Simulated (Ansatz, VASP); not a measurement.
# Ge3H4 (Ge wire along [110], 6 atoms a period, H-terminated) in two plane-wave programs, part 2 of 2

Aim: how closely do two programs agree when they are given the same cell, functional and k mesh? The cell is taken from a series of runs on this material, whose earlier steps may have relaxed, scaled, displaced or heated it; both programs get it as it stands.

VASP 6.6.1 and Ansatz 0.2.0.

So far: Starting point; VASP: single point, HSE06.

## Step 3: Ansatz: single point, HSE06

Level of this step: Ansatz beside VASP: Kohn-Sham DFT, plane waves, HSE06 (Ansatz).

Ansatz runs on its PAW soft_1 files.

The same cell, functional, mesh and smearing now go to Ansatz, which takes its cutoff from its data sets.

Input file input.yaml:

```yaml
crystal:
  lattice:
    - [12.921, 0.0, 0.0]
    - [0.0, 13.42, 0.0]
    - [0.0, 0.0, 4.0619297768]
  atoms:
    - { symbol: Ge, position: [0.442608233, 0.346043576, 0.0] }
    - { symbol: H, position: [0.522867954, 0.25990311, 0.0] }
    - { symbol: Ge, position: [0.545841606, 0.500015067, 0.0] }
    - { symbol: H, position: [0.286437738, 0.222875374, 0.5] }
    - { symbol: H, position: [0.250989015, 0.405332058, 0.5] }
    - { symbol: H, position: [0.286437738, 0.77715476, 0.5] }
    - { symbol: H, position: [0.250989015, 0.594698076, 0.5] }
    - { symbol: Ge, position: [0.33840263, 0.326827631, 0.5] }
    - { symbol: Ge, position: [0.33840263, 0.673202503, 0.5] }
    - { symbol: Ge, position: [0.653725959, 0.500015067, 0.5] }
    - { symbol: H, position: [0.724661361, 0.406991796, 0.5] }
    - { symbol: H, position: [0.724661361, 0.593038337, 0.5] }
    - { symbol: Ge, position: [0.442608233, 0.653986558, 0.0] }
    - { symbol: H, position: [0.522867954, 0.740127024, 0.0] }
kpoints:
  mp_grid: { grid: [1, 1, 8] }
scf:
  occupations: { method: fermi_dirac, width: 0.05 }
hamiltonian:
  xc: hse06
  pseudopotentials: { kind: paw, azcp: { folder: soft_1 } }
```

Launch:

```sh
$ ansatz run input.yaml --threads 4 --pin off --max-ram 16384MiB --backend cpu --events-out ev --progress --plain --runs-dir out
```

Numbers of over 12 decimals in the logs are rounded to 6 here.

What it wrote:

```text
Engine: ansatz 0.2.0, aarch64-unknown-linux-gnu
Pseudopotentials: kind: paw
Pseudopotential: Ge, paw, valence charge 14, recommended cutoff 420 eV (normal), soft_1/Ge.paw.azcp
Pseudopotential: H, paw, valence charge 1, recommended cutoff 420 eV (normal), soft_1/H.paw.azcp
Functional definition: HSE06
  parameter a = 0.25
  parameter omega = 0.11/bohr
  exchange = pbe_x - a*pbe_x_sr(omega) + a*exact_x_sr(omega)
  correlation = pbe_c
Crystal: 14 atoms, lattice volume = 704.338 Å³
Basis set: ecut = 420 eV, 13815 PW (Γ)
Bands: 60, of which v1, the nominal top of the filled ones, is band 46 counted from 1 (45 counted from 0)
Symmetry: 4 space group operations
Space group: Pmm2 (ITA 25), of the structure as read, at distance tolerance 8.9e-5 Å
k-points: 5 of 8
Non-local potential: Ge, projectors of the file, l = 0: 2, l = 1: 2, l = 2: 3, l = 3: 1
Non-local potential: H, projectors of the file, l = 0: 2, l = 1: 1
PAW form: soft (Blöchl's): semilocal exchange-correlation on the pseudo side does not see the compensation charge
PAW frozen core: Ge, regenerated for the run's functional, and the local potential with it (the file was generated under x = pbe(κ = 0.804, μ = 0.219515), c = pbe(β = 0.066725))
PAW one-centre angular grid: Ge, 590 points (default); XC on 64 Gauss nodes
PAW one-centre angular grid: H, 110 points (default); XC on 64 Gauss nodes
Initial density: superposition of atomic densities (neutral atoms: chi_scale 0, normalization atom)
Initial wavefunctions: pseudopotential atomic-orbital guess
Functional: x = pbe(κ = 0.804, μ = 0.219515), c = pbe(β = 0.066725), warm-up for x = pbe(κ = 0.804, μ = 0.219515) + 0.25 (exact − pbe) at short range (hse, ω = 0.207870 Å⁻¹), c = pbe(β = 0.066725); HSE06 as pw.x's `hse` composes it (authors' and Libxc's form: `xc: wpbeh`)
iter 1 solved again at ethr=7.25e-3 eV; its pass at ethr=1.00e-1 eV (dr2=6.67e0 eV) is discarded
SCF iter   1: F=—  HF=-25897.353918 eV  |F-HF|=—  |Δ(HF+E_count)|=         —  Δρ=3.37e-2  dr2=6.76e0  ethr=7.25e-3  ⟨swp⟩=11.2  Hψ=1601  notcnv=0
preconditioner: auto → none  [insulator: Δε(μ)=2.327 eV  Ē_g=9.863 eV  σ=0.050 eV  W_gap=1.00  n_scr=92 (ndim 8)  ℏωp=7.9 eV  f_vac=0.610  D(μ)=0.00/eV (n_scr^D=0)]
SCF iter   2: F=—  HF=-25895.560589 eV  |F-HF|=—  |Δ(HF+E_count)|=    1.79e0  Δρ=1.27e-2  dr2=1.02e0  ethr=7.25e-3  ⟨swp⟩=6.6  Hψ=739  notcnv=0  defer=3
SCF iter   3: F=—  HF=-25895.433984 eV  |F-HF|=—  |Δ(HF+E_count)|=   1.27e-1  Δρ=3.67e-3  dr2=4.80e-1  ethr=1.11e-3  ⟨swp⟩=8.2  Hψ=927  notcnv=0  defer=2
iter 4 solved again at ethr=9.21e-6 eV; its pass at ethr=5.21e-4 eV (dr2=8.47e-3 eV) is discarded
SCF iter   4: F=—  HF=-25895.315050 eV  |F-HF|=—  |Δ(HF+E_count)|=   1.19e-1  Δρ=1.49e-3  dr2=9.08e-3  ethr=9.21e-6  ⟨swp⟩=3.8  Hψ=1511  notcnv=0  defer=1
SCF iter   5: F=—  HF=-25895.315740 eV  |F-HF|=—  |Δ(HF+E_count)|=   6.90e-4  Δρ=4.76e-4  dr2=1.81e-3  ethr=9.21e-6  ⟨swp⟩=5.4  Hψ=713  notcnv=0  defer=1
SCF iter   6: F=-25895.315357 eV  HF=-25895.315501 eV  |F-HF|=1.44e-4  |Δ(HF+E_count)|=   2.38e-4  Δρ=1.20e-4  dr2=1.97e-4  ethr=1.97e-6  ⟨swp⟩=3.0  Hψ=650  notcnv=0
SCF 1 stopped early in 6 iterations: F = -25895.315357 eV  dr2 = 1.97e-4
  greatest PAW one-centre occupation: 0.998 electrons in one spin orbital (limit 2), on the Ge atom at site 7 (counted from 0), in its partial waves of l = 2
Initial density: handed on by an earlier stage of this run
Initial wavefunctions: those handed on with the density
Functional: x = pbe(κ = 0.804, μ = 0.219515) + 0.25 (exact − pbe) at short range (hse, ω = 0.207870 Å⁻¹), c = pbe(β = 0.066725); HSE06 as pw.x's `hse` composes it (authors' and Libxc's form: `xc: wpbeh`)
Exchange kernel: α = 0.2500, screened, ω = 0.2079 Å⁻¹, Wigner–Seitz truncation, v(0) = 1018.1291 eV·Å³, q-mesh 1×1×8, nearest image of the exchange supercell L = 12.92 Å, pair-density grid 90×90×30, without the augmentation charges, whose exchange is taken in its separable form by FFT convolution over the k-point mesh (the finest that the files' search goes to), smooth part of the exact exchange by density-matrix convolution
Frozen-core exchange: fock
SCF iter   1: F=—  HF=-25900.966741 eV  |F-HF|=—  |Δ(HF+E_count)|=         —  Δρ=4.20e-3  dr2=4.39e-2  ethr=2.14e-6  ⟨swp⟩=15.0  Hψ=1826  notcnv=0
preconditioner: auto → none  [insulator: Δε(μ)=2.933 eV  Ē_g=10.522 eV  σ=0.050 eV  W_gap=1.00  n_scr=92 (ndim 8)  ℏωp=7.9 eV  f_vac=0.662  D(μ)=0.00/eV (n_scr^D=0)]
SCF iter   2: F=—  HF=-25900.913350 eV  |F-HF|=—  |Δ(HF+E_count)|=   5.34e-2  Δρ=1.05e-3  dr2=7.82e-3  ethr=2.14e-6  ⟨swp⟩=4.0  Hψ=1055  notcnv=0
SCF iter   3: F=—  HF=-25900.913234 eV  |F-HF|=—  |Δ(HF+E_count)|=   1.16e-4  Δρ=2.83e-4  dr2=2.39e-3  ethr=2.14e-6  ⟨swp⟩=3.8  Hψ=612  notcnv=0
SCF iter   4: F=—  HF=-25900.941325 eV  |F-HF|=—  |Δ(HF+E_count)|=   2.81e-2  Δρ=4.46e-4  dr2=5.47e-4  ethr=4.38e-7  ⟨swp⟩=4.6  Hψ=1087  notcnv=0  defer=1
SCF iter   5: F=—  HF=-25900.941024 eV  |F-HF|=—  |Δ(HF+E_count)|=   3.01e-4  Δρ=3.87e-5  dr2=4.56e-5  ethr=4.38e-7  ⟨swp⟩=3.0  Hψ=752  notcnv=0
SCF iter   6: F=-25900.941359 eV  HF=-25900.941373 eV  |F-HF|=1.43e-5  |Δ(HF+E_count)|=   3.49e-4  Δρ=5.56e-5  dr2=1.89e-5  ethr=1.15e-8  ⟨swp⟩=5.4  Hψ=1156  notcnv=0  defer=1
SCF 2 stopped early in 6 iterations: F = -25900.941359 eV  dr2 = 1.89e-5
  greatest PAW one-centre occupation: 0.998 electrons in one spin orbital (limit 2), on the Ge atom at site 9 (counted from 0), in its partial waves of l = 2
hybrid outer 1: dexx = +3.189e-2 eV, tail = 2.04e-4 eV
Exchange kernel: α = 0.2500, screened, ω = 0.2079 Å⁻¹, Wigner–Seitz truncation, v(0) = 1018.1291 eV·Å³, q-mesh 1×1×8, nearest image of the exchange supercell L = 12.92 Å, pair-density grid 90×90×30, without the augmentation charges, whose exchange is taken in its separable form by FFT convolution over the k-point mesh (the finest that the files' search goes to), smooth part of the exact exchange by density-matrix convolution
Frozen-core exchange: fock
SCF iter   1: F=—  HF=-25900.942099 eV  |F-HF|=—  |Δ(HF+E_count)|=         —  Δρ=3.36e-5  dr2=4.14e-6  ethr=1.11e-6  ⟨swp⟩=8.8  Hψ=726  notcnv=0
preconditioner: auto → none  [insulator: Δε(μ)=2.977 eV  Ē_g=10.528 eV  σ=0.050 eV  W_gap=1.00  n_scr=92 (ndim 8)  ℏωp=7.9 eV  f_vac=0.663  D(μ)=0.00/eV (n_scr^D=0)]
iter 2 solved again at ethr=2.96e-10 eV; its pass at ethr=4.27e-9 eV (dr2=2.72e-7 eV) is discarded
SCF iter   2: F=—  HF=-25900.942099 eV  |F-HF|=—  |Δ(HF+E_count)|=   3.88e-7  Δρ=7.57e-6  dr2=5.42e-7  ethr=2.96e-10  ⟨swp⟩=3.6  Hψ=1506  notcnv=0  defer=19
SCF iter   3: F=—  HF=-25900.942101 eV  |F-HF|=—  |Δ(HF+E_count)|=   1.88e-6  Δρ=3.47e-6  dr2=1.40e-7  ethr=2.96e-10  ⟨swp⟩=5.6  Hψ=938  notcnv=0  defer=2
SCF iter   4: F=-25900.942101 eV  HF=-25900.942101 eV  |F-HF|=2.44e-8  |Δ(HF+E_count)|=   3.96e-8  Δρ=1.26e-6  dr2=3.43e-8  ethr=1.37e-10  ⟨swp⟩=3.6  Hψ=641  notcnv=0  defer=1
SCF 3 converged in 4 iterations: F = -25900.942101 eV  dr2 = 3.43e-8
hybrid outer 2: dexx = +2.138e-6 eV, tail = 1.61e-7 eV, Δε = 5.46e-3 eV (about 2.42e-4 eV left of the loop's levels)
hybrid SCF converged: 2 outer / 10 inner (+6 warm-up), last move |dexx| = 2.14e-6 eV, tail = 1.61e-7 eV
Stability not checked: this state was not tested for a lower state beside it, because the functional holds exact exchange (a hybrid, or Hartree-Fock), whose exchange loop this test does not read (fock_operator; see scf.lower_state_search)
Free energy (F): -25900.942101 eV
Frozen-core exchange: fock
Harris-Foulkes:  -25900.942101 eV  (|F-HF|=2.44e-8)
Internal energy: -25900.942101 eV  (E = F + TS)
E sigma→0 (E₀):  -25900.942101 eV
Fermi energy:    -1.457432 eV
--- Per-component energies (eV) ---
  E_band       = -2032.166972
  E_kinetic    = 651.745375
  E_local      = -37991.631170  (includes V_loc(G=0)·N_el)
  E_nonlocal   = 1312.989900
  E_hartree    = 18242.758066
  E_xc         = -399.840024
  E_vxc        = -381.685984  (∫ρ·V_xc dr)
  E_exx        = -341.248939  (= α·E_x^exact, valence–valence)
  E_paw        = -11848.434372  (= ΣΔE_a)
  E_vpaw       = -1426.611680  (= ΣTr[D̂ρ^β])
  E_aug_tail   = -0.007323  (compensation charges beyond the density's cutoff)
  E_ewald      = 4474.918591
  E_core_change = -2.192205  (= ΣΔE_core)
  E_smearing   = -0.000000  (= −TS)
  E_closure    = 0.000000  (closes the sum)
  Σ components = -25900.942101   (vs F -25900.942101, Δ=3.64e-12)
--- Band table (eV; the first three rows and the last of 5) ---
  k-point 0: bands = [... 42 lower, -4.1381, -4.1218, -3.4741, -2.9400, 0.0375]
  k-point 1: bands = [... 42 lower, -4.4066, -4.2326, -3.9815, -3.8004, 1.0267]
  k-point 2: bands = [... 42 lower, -5.3213, -4.8417, -4.4787, -4.2059, 1.1476]
  k-point 4: bands = [... 42 lower, -5.8549, -5.3797, -4.7624, -4.7167, 0.9188]
  guard bands above this table: 13 of the run's 60 bands. The solve was not asked for them (output.publish_guard_bands: true or output.eigenvalues: true publishes all)
```

## Step 4: Comparison

Known differences besides the potentials themselves: exact exchange at q = 0 is treated differently, which shows on coarse meshes; VASP keeps PBE cores, Ansatz makes them for the functional; the cutoff is 420 eV in Ansatz and 410 eV in VASP; VASP takes a coarser grid for exact exchange (PRECFOCK = Fast). Total energies have different zeros and are not compared.

Both answers:

```
              quantity  Ansatz   VASP  difference
gap on the k mesh (eV)   2.977  2.983      -0.005
```

A gap on the mesh is an upper bound, since the band edges may lie between its points.

## Step 5: What came out

* difference in gap on the k mesh (single point, HSE06): -0.0053 eV

In words: The difference in gap on the k mesh is -0.0053 eV (single point, HSE06), within the 0.08 eV picked in this series as the mark of a large difference. Such differences can come from data sets, numerical settings and the points named under the comparisons, not from the functional's error against experiment.

[Lines on the potential files, build, host, timing and source positions are cut from VASP's logs without a mark.]

[Logs are printed without paths, hosts, clocks, repeated set-up lines and the standing remarks that a program may print on its own settings, such as how far it seeks lower states.]

[Hosts, paths, dates, database ids (printed as entryN), source tags and the programs' standing remarks are cut or masked in the printed files.]
